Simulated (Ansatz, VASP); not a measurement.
# AlIn2N3 in two plane-wave programs, part 2 of 2

Wanted: the spread between two codes on one cell, functional and k mesh. The cell is taken from a series of runs on this material, whose earlier steps may have relaxed, scaled, displaced or heated it; both programs get it as it stands.

VASP 6.6.1 and Ansatz 0.2.0.

So far. Step 2 (VASP: G0W0 gap, HSE06 form with 20 % exact exchange …): The k-mesh is coarse for exact exchange; levels may shift by about 0.1 eV on a finer one.

### 3. Ansatz: G0W0 gap, HSE06 form with 20 % exact exchange, screening 0.2078 1/A with an exact-exchange share of 0.2

Level of this step: Ansatz beside VASP: G0W0 on Kohn-Sham DFT, plane waves, HSE06 form with 20 % exact exchange, screening 0.2078 1/A (Ansatz).

Ansatz runs on its PAW soft_1 files.

The same cell, functional and mesh now go to Ansatz, which takes its cutoff from its data sets.

Contents of input.yaml:

```yaml
crystal:
  lattice:
    - [5.1481021059, -2.9628729689, 0.0]
    - [5.1481021059, 2.9628729689, 0.0]
    - [0.0, 0.0, 5.500038]
  atoms:
    - { symbol: Al, position: [0.341243, 0.658757, 0.989218] }
    - { symbol: Al, position: [0.658757, 0.341243, 0.489218] }
    - { symbol: In, position: [0.988295, 0.335413, 0.987121] }
    - { symbol: In, position: [0.664587, 0.011705, 0.987121] }
    - { symbol: In, position: [0.011705, 0.664587, 0.487121] }
    - { symbol: In, position: [0.335413, 0.988295, 0.487121] }
    - { symbol: "N", position: [0.968855, 0.332959, 0.385637] }
    - { symbol: "N", position: [0.667041, 0.031145, 0.385637] }
    - { symbol: "N", position: [0.031145, 0.667041, 0.885637] }
    - { symbol: "N", position: [0.332959, 0.968855, 0.885637] }
    - { symbol: "N", position: [0.368643, 0.631357, 0.337266] }
    - { symbol: "N", position: [0.631357, 0.368643, 0.837266] }
kpoints:
  mp_grid: { grid: [3, 3, 2] }
hamiltonian:
  xc:
    exchange: pbe
    correlation: pbe
    exx: { coeff: 0.2, omega: 0.2078 }
  pseudopotentials: { kind: paw, azcp: { folder: soft_1 } }
scf:
  occupations: { method: fixed }
gw:
  n_empty_bands: 699
  ecut_chi: 150.0
  qp_bands: [v4, c4]
  qp_kpoints: band_edges
  screening: { model: contour_deformation }
```

Command:

```console
$ ansatz run input.yaml --threads 2 --pin off --max-ram 92160MiB --backend cuda --events-out ev --progress --plain --runs-dir out --devices 1 --max-vram 13GiB
```

Numbers of over 12 decimals in the logs are rounded to 6 here.

The log of the run:

```text
GPUs: using 1 of 1 available (devices: 1).
Engine: ansatz 0.2.0, x86_64-unknown-linux-gnu
Pseudopotentials: kind: paw
Pseudopotential: Al, paw, valence charge 3, recommended cutoff 420 eV (normal), soft_1/Al.paw.azcp
Pseudopotential: In, paw, valence charge 13, recommended cutoff 420 eV (normal), soft_1/In.paw.azcp
Pseudopotential: N, paw, valence charge 5, recommended cutoff 420 eV (normal), soft_1/N.paw.azcp
Functional definition: unnamed
  parameter a_1 = 0.2
  parameter omega_1 = 0.2078/angstrom
  exchange = pbe_x + (-a_1)*pbe_x_sr(omega_1) + a_1*exact_x_sr(omega_1)
  correlation = pbe_c
davidson cushion auto → on  (no smearing: the cushion is to keep the highest requested band from converging to the state above it; pin scf.eigensolver.cushion to override)
device memory: the entry about to start is reckoned to put 2.1 GiB on a device that reports 54.9 GiB free (of which the cap on the GPU budget leaves the run 13.0 GiB)
GPU FFT provider: cuFFT
GPU libraries: cuBLAS 13.8.2, cuFFT 12.4.0, cuSOLVER 12.3.4
Crystal: 12 atoms, lattice volume = 167.786 Å³
Basis set: ecut = 420 eV, 3247 PW (Γ)
Bands: 56, of which v1, the nominal top of the filled ones, is band 44 counted from 1 (43 counted from 0)
Symmetry: 4 space group operations
Space group: Cmc21 (ITA 36), of the structure as read, at distance tolerance 5.5e-5 Å
k-points: 8 of 18
Non-local potential: Al, projectors of the file, l = 0: 2, l = 1: 2, l = 2: 1
Non-local potential: In, projectors of the file, l = 0: 2, l = 1: 2, l = 2: 2, l = 3: 1
Non-local potential: N, projectors of the file, l = 0: 2, l = 1: 2, l = 2: 1
PAW form: soft (Blöchl's): semilocal exchange-correlation on the pseudo side does not see the compensation charge
PAW frozen core: Al, regenerated for the run's functional, and the local potential with it (the file was generated under x = pbe(κ = 0.804, μ = 0.219515), c = pbe(β = 0.066725))
PAW frozen core: In, regenerated for the run's functional, and the local potential with it (the file was generated under x = pbe(κ = 0.804, μ = 0.219515), c = pbe(β = 0.066725))
PAW frozen core: N, regenerated for the run's functional, and the local potential with it (the file was generated under x = pbe(κ = 0.804, μ = 0.219515), c = pbe(β = 0.066725))
PAW one-centre angular grid: Al, 110 points (default); XC on 64 Gauss nodes
PAW one-centre angular grid: In, 590 points (default); XC on 64 Gauss nodes
PAW one-centre angular grid: N, 110 points (default); XC on 64 Gauss nodes
Initial density: superposition of atomic densities (chi_scale 0.1, normalization cell, long waves kept (reshape's long-wave potential 0.07 eV rms))
Initial wavefunctions: pseudopotential atomic-orbital guess
GPU buffer pool allocated for 64000 grid points (all kernels)
GPU transforms: local potential and band sums: pruned to the plane-wave sphere, on 40×40×40
Functional: x = pbe(κ = 0.804, μ = 0.219515), c = pbe(β = 0.066725), warm-up for x = pbe(κ = 0.804, μ = 0.219515) + 0.2 (exact − pbe) at short range (hse, ω = 0.2078 Å⁻¹), c = pbe(β = 0.066725)
SCF iter   1: F=—  HF=-25779.292008 eV  |F-HF|=—  |Δ(HF+E_count)|=         —  Δρ=8.80e-2  dr2=1.65e1  ethr=1.00e-1  ⟨swp⟩=4.6  Hψ=1491  notcnv=0
preconditioner: auto → none  [insulator: Δε(μ)=1.770 eV  Ē_g=14.869 eV  n_scr=46 (ndim 8)  ℏωp=26.9 eV  f_vac=0.000]
SCF iter   2: F=—  HF=-25776.382185 eV  |F-HF|=—  |Δ(HF+E_count)|=    2.91e0  Δρ=6.38e-2  dr2=5.25e0  ethr=1.88e-2  ⟨swp⟩=3.6  Hψ=1224  notcnv=0  defer=1
iter 3 solved again at ethr=3.80e-4 eV; its pass at ethr=5.97e-3 eV (dr2=3.35e-1 eV) is discarded
SCF iter   3: F=—  HF=-25775.109431 eV  |F-HF|=—  |Δ(HF+E_count)|=    1.27e0  Δρ=1.80e-2  dr2=3.40e-1  ethr=3.80e-4  ⟨swp⟩=3.4  Hψ=2177  notcnv=0  defer=1
SCF iter   4: F=—  HF=-25775.088494 eV  |F-HF|=—  |Δ(HF+E_count)|=   2.09e-2  Δρ=5.94e-3  dr2=9.52e-2  ethr=3.80e-4  ⟨swp⟩=3.1  Hψ=1049  notcnv=0
SCF iter   5: F=—  HF=-25775.072654 eV  |F-HF|=—  |Δ(HF+E_count)|=   1.58e-2  Δρ=3.03e-3  dr2=2.07e-2  ethr=1.08e-4  ⟨swp⟩=3.1  Hψ=1119  notcnv=0
SCF iter   6: F=—  HF=-25775.068793 eV  |F-HF|=—  |Δ(HF+E_count)|=   3.86e-3  Δρ=6.94e-4  dr2=6.70e-4  ethr=2.35e-5  ⟨swp⟩=3.0  Hψ=1019  notcnv=0
SCF iter   7: F=-25775.068870 eV  HF=-25775.068871 eV  |F-HF|=8.23e-7  |Δ(HF+E_count)|=   7.81e-5  Δρ=2.36e-4  dr2=4.57e-5  ethr=7.61e-7  ⟨swp⟩=4.4  Hψ=1416  notcnv=0
SCF 1 stopped early in 7 iterations: F = -25775.068870 eV  dr2 = 4.57e-5
  greatest PAW one-centre occupation: 0.984 electrons in one spin orbital (limit 2), on the In atom at site 2 (counted from 0), in its partial waves of l = 2
device memory: the entry about to start is reckoned to put 2.8 GiB on a device that reports 54.3 GiB free (of which the cap on the GPU budget leaves the run 13.0 GiB)
GPU FFT provider: cuFFT
GPU libraries: cuBLAS 13.8.2, cuFFT 12.4.0, cuSOLVER 12.3.4
Initial density: handed on by an earlier stage of this run
[...]
Free energy (F): -25787.824720 eV
Frozen-core exchange: fock
Harris-Foulkes:  -25787.824720 eV  (|F-HF|=2.79e-8)
Internal energy: -25787.824720 eV  (E = F + TS)
E sigma→0 (E₀):  -25787.824720 eV
Fermi energy:    8.013213 eV
--- Per-component energies (eV) ---
  E_band       = -117.365247
  E_kinetic    = 1694.932921
  E_local      = -5476.864893  (includes V_loc(G=0)·N_el)
  E_nonlocal   = 1535.094478
  E_hartree    = 2184.666512
  E_xc         = -842.320075
  E_vxc        = -726.148764  (∫ρ·V_xc dr)
  E_exx        = -174.656260  (= α·E_x^exact, valence–valence)
  E_paw        = -18552.326340  (= ΣΔE_a)
  E_vpaw       = -1164.400168  (= ΣTr[D̂ρ^β])
  E_aug_tail   = 0.005404  (compensation charges beyond the density's cutoff)
  E_ewald      = -6157.821293
  E_core_change = 1.464826  (= ΣΔE_core)
  E_smearing   = -0.000000  (= −TS)
  E_closure    = 0.000000  (closes the sum)
  Σ components = -25787.824720   (vs F -25787.824720, Δ=3.64e-12)
--- Band table (eV; the first three rows and the last of 8) ---
  k-point 0: bands = [... 40 lower, 7.3922, 7.9554, 8.0040, 8.0132, 9.7100, 12.4446, 13.9006, 14.2261, ... 2 higher]
  k-point 1: bands = [... 40 lower, 7.6741, 7.6741, 7.7826, 7.7826, 12.1001, 12.1001, 14.9540, 14.9540, ... 2 higher]
  k-point 2: bands = [... 40 lower, 6.8481, 7.2420, 7.6617, 7.6857, 11.4943, 13.4502, 13.6377, 14.2356, ... 2 higher]
  k-point 7: bands = [... 40 lower, 6.9497, 6.9497, 7.2878, 7.2878, 12.9398, 12.9398, 13.1571, 13.1571, ... 2 higher]
  guard bands above this table: 6 of the run's 56 bands. The solve was not asked for them (output.publish_guard_bands: true or output.eigenvalues: true publishes all)
--- G₀W₀: contour deformation, 7 samples at zero and on the imaginary axis and 1 off it, 18 q-points, 699 empty bands' worth ---
  eigenvalues of the whole cell's RPA ε∞ on this k-mesh (on a slab, of 1 + 4πα/V) = 6.3611, 6.3804, 6.4252; static W/v taken at q = 0 is 0.156319
  bands read: the sum over 743 bands ends inside a degenerate multiplet in 4 slots, whose members it reads at an even weight; the widest, k=1: bands 743 to 744 (counted from 1) at 1/2 each
  gw.qp_kpoints: band_edges: 7 of 8 stored k-points solved, in 1 pass; an edge of the gap read off the rows below is read off those points alone
    valence top: of the k-points left out ik 5 came nearest to being solved in a further pass, in band 44 (counted from 1, as in the quasiparticle table): it holds the edge there only if its correction is more favourable than any solved in that band by at least 0.591 eV; those differ by 0.062 eV
    conduction bottom: of the k-points left out ik 5 came nearest to being solved in a further pass, in band 45 (counted from 1, as in the quasiparticle table): it holds the edge there only if its correction is more favourable than any solved in that band by at least 3.198 eV; those differ by 0.150 eV
    ik  band        ε_KS         Σx   Σc(E_QP)       V_xc       Z   E_QP_lin       E_QP  E_QP is
     0    41      7.3922   -21.3257     2.7883   -18.3681  0.7543     7.2222     7.2229  root
     0    42      7.9554   -21.7319     2.8391   -18.7538  0.7538     7.8159     7.8164  root
     0    43      8.0040   -21.7312     2.6889   -18.9179  0.7561     7.8793     7.8796  root
     0    44      8.0132   -21.9258     2.7103   -19.0972  0.7558     7.8946     7.8950  root
     0    45      9.7100   -10.6438    -3.3651   -14.2330  0.7936     9.9351     9.9341  root
     0    46     12.4446    -9.4576    -4.2396   -13.9099  0.7985    12.6582    12.6572  root
     0    47     13.9006    -6.7242    -4.1760   -10.9641  0.8033    13.9646    13.9645  root
     0    48     14.2261    -6.3418    -4.1810   -10.5399  0.8061    14.2431    14.2431  root
     1    41      7.6741   -21.5762     2.7658   -18.6584  0.7550     7.5216     7.5221  root
     1    42      7.6741   -21.5762     2.7658   -18.6584  0.7550     7.5216     7.5221  root
     1    43      7.7826   -21.5290     2.7088   -18.6776  0.7547     7.6396     7.6401  root
     1    44      7.7826   -21.5290     2.7088   -18.6776  0.7547     7.6396     7.6401  root
     1    45     12.1001   -10.5530    -3.8910   -14.7169  0.7854    12.3746    12.3729  root
     1    46     12.1001   -10.5530    -3.8910   -14.7169  0.7854    12.3746    12.3729  root
     1    47     14.9540    -7.7178    -4.5124   -12.3936  0.7912    15.1181    15.1174  root
     1    48     14.9540    -7.7178    -4.5124   -12.3936  0.7912    15.1181    15.1174  root
     2    41      6.8481   -20.7835     2.8724   -17.7224  0.7501     6.6585     6.6594  root
     2    42      7.2420   -20.8988     2.7342   -17.9848  0.7535     7.0614     7.0622  root
     2    43      7.6617   -21.5364     2.7877   -18.6037  0.7543     7.5162     7.5167  root
     2    44      7.6857   -21.4741     2.8484   -18.4723  0.7532     7.5318     7.5324  root
     2    45     11.4943   -11.3110    -3.5371   -15.1370  0.7821    11.7852    11.7833  root
     2    46     13.4502   -10.3639    -4.3174   -14.9827  0.7780    13.7538    13.7515  root
     2    47     13.6377   -10.3632    -4.4161   -15.0761  0.7801    13.9368    13.9346  root
     2    48     14.2356    -8.8887    -4.3952   -13.4836  0.7913    14.4362    14.4352  root
[...]
7    41      6.9497   -20.9659     2.9164   -17.8591  0.7501     6.7584     6.7594  root
     7    42      6.9497   -20.9659     2.9164   -17.8591  0.7501     6.7584     6.7594  root
     7    43      7.2878   -20.9492     2.7345   -18.0342  0.7539     7.1065     7.1073  root
     7    44      7.2878   -20.9492     2.7345   -18.0342  0.7539     7.1065     7.1073  root
     7    45     12.9398    -8.4636    -4.0663   -12.6833  0.7966    13.0937    13.0932  root
     7    46     12.9398    -8.4636    -4.0663   -12.6833  0.7966    13.0937    13.0932  root
     7    47     13.1571    -9.1587    -4.2138   -13.5846  0.7890    13.3703    13.3693  root
     7    48     13.1571    -9.1587    -4.2138   -13.5846  0.7890    13.3703    13.3693  root
```

### 4. Differences

Known differences besides the potentials themselves: exact exchange at q = 0 is treated differently, which shows on coarse meshes; VASP keeps PBE cores, Ansatz makes them for the functional; fixed occupations in Ansatz, narrow Gaussian smearing in VASP; the cutoff is 420 eV in Ansatz and 450 eV in VASP; Ansatz integrates over frequency by contour deformation, VASP on a grid of NOMEGA points; Ansatz's G0W0 levels solve the quasiparticle equation, VASP's are linearised. Total energies have different zeros and are not compared.

The two programs side by side:

```csv
quantity,Ansatz,VASP,difference
G0W0 gap on the mesh (eV),2.04,2.03,+0.01
Kohn-Sham gap under it (eV),1.70,1.69,0.00
```

### 5. What came out

```yaml
difference_in_g0w0_gap_on_the_mesh_g0w0_gap_hse06_form_with_20_exact_exchange_screening_0p2078_1_a_with_an_exact_exchange_share_of_0p2: 0.013 eV
```

The difference in G0W0 gap on the mesh is 0.013 eV (G0W0 gap, HSE06 form with 20 % exact exchange, screening 0.2078 1/A with an exact-exchange share of 0.2). Such differences can come from data sets, numerical settings and the points named under the comparisons, not from the functional's error against experiment.

[Lines on the potential files, build, host, timing and source positions are cut from VASP's logs without a mark.]

[Logs are printed without paths, hosts, clocks, repeated set-up lines and the standing remarks that a program may print on its own settings, such as how far it seeks lower states.]

[Hosts, paths, dates, database ids (printed as entryN), source tags and the programs' standing remarks are cut or masked in the printed files.]
